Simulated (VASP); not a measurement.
Input:

```
GaP
1.0
    0.00000     2.55874     2.55874
    2.55874     0.00000     2.55874
    2.55874     2.55874     0.00000
Ga P
1 1
Direct
  0.00000   0.00000   0.00000
  0.25000   0.25000   0.25000
```

Calculation: LDA (Ceperley-Alder, Perdew-Zunger), VASP's LDA PAW potentials (set 64) (plane waves; VASP). Numerical set-up: 500 eV cut-off, 9×9×9 Γ-centred mesh, Gaussian smearing of 0.050 eV, potentials Ga_d P.

What does the run give for the energy per atom (σ→0), pressure?

| Item | Value |
|---|---|
| energy per atom (σ→0) | -5.071 eV/atom |
| pressure | 199.9 kbar |

The compound is GaP in the zinc blende structure. It was relaxed first under an external pressure of 20 GPa.
